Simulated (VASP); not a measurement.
Output of a VASP run:

File OSZICAR:
```
       N       E                     dE             d eps       ncg     rms          rms(c)
DAV:   1     0.772547701045E+00    0.77255E+00   -0.79313E+02  1200   0.471E+02
DAV:   2    -0.173542610498E+01   -0.25080E+01   -0.24236E+01  1740   0.618E+01
DAV:   3    -0.189920809128E+01   -0.16378E+00   -0.16242E+00  1480   0.108E+01
DAV:   4    -0.190455028691E+01   -0.53422E-02   -0.53405E-02  1590   0.190E+00
DAV:   5    -0.190461954103E+01   -0.69254E-04   -0.69254E-04  1490   0.178E-01    0.217E-01
DAV:   6    -0.190354466618E+01    0.10749E-02   -0.32474E-04  1955   0.113E-01    0.123E-01
DAV:   7    -0.190299174869E+01    0.55292E-03   -0.70477E-04  1955   0.165E-01    0.278E-02
DAV:   8    -0.190299172297E+01    0.25723E-07   -0.16300E-05  1280   0.400E-02    0.166E-03
DAV:   9    -0.190299105844E+01    0.66453E-06   -0.37099E-07  1010   0.843E-03
   1 F= -.19029911E+01 E0= -.19029637E+01  d E =-.190299E+01
```

**OUTCAR**
```
------------------------ aborting loop because EDIFF is reached ----------------------------------------
  FORCE on cell =-STRESS in cart. coord.  units (eV):
  Direction    XX          YY          ZZ          XY          YZ          ZX
  --------------------------------------------------------------------------------------
  Total       -0.0089148     -0.0089148     -0.0089148      0.0000000      0.0000000     -0.0000000
  in kB       -0.7090136     -0.7090136     -0.7090136      0.0000000      0.0000000     -0.0000000
  external PRESSURE =      -0.7090136 kB  Pullay stress =       0.0000000 kB
  volume of cell :       20.14
      direct lattice vectors                 reciprocal lattice vectors
    -1.714096331  1.714096331  1.714096331     0.000000000  0.291698892  0.291698892
     1.714096331 -1.714096331  1.714096331     0.291698892  0.000000000  0.291698892
     1.714096331  1.714096331 -1.714096331     0.291698892  0.291698892  0.000000000
 POSITION                                       TOTAL-FORCE (eV/Angst)
 -----------------------------------------------------------------------------------
      0.00000      0.00000      0.00000        -0.000000      0.000000     -0.000000
 -----------------------------------------------------------------------------------
    total drift:                               -0.000000     -0.000000      0.000000
  FREE ENERGIE OF THE ION-ELECTRON SYSTEM (eV)
  ---------------------------------------------------
  free  energy   TOTEN  =        -1.9029910584 eV

  energy  without entropy=       -1.9029089682  energy(sigma->0) =       -1.90296370

 reached required accuracy - stopping structural energy minimisation
```
(Selected blocks of OUTCAR.)

### POSCAR
```
Li
1
   -1.7140963307     1.7140963307     1.7140963307
    1.7140963307    -1.7140963307     1.7140963307
    1.7140963307     1.7140963307    -1.7140963307
Li
1
Direct
  0.0000000000   0.0000000000   0.0000000000
```

Question: Write an INCAR and KPOINTS that could have produced this output.

Answer: Several could match; the one computed here: the input of the run itself, PBE GGA, plane waves, VASP's PBE PAW potentials (set 64).

### INCAR
```
SYSTEM = Li
PREC = Accurate
ENCUT = 620
EDIFF = 1E-6
NELM = 100
ALGO = Normal
LREAL = .FALSE.
LASPH = .TRUE.
ISMEAR = 1
SIGMA = 0.1
GGA = PE
LWAVE = .FALSE.
LCHARG = .FALSE.
IBRION = 2
ISIF = 3
NSW = 40
EDIFFG = -0.02
```

### KPOINTS
```
Regular mesh
0
gamma
 15 15 15
0 0 0
```

POTCAR, in this order: Li_sv (PBE.64 set). Program: vasp_std.

The compound is Li in the bcc structure. It was relaxed first, which changed the volume by -5 %.
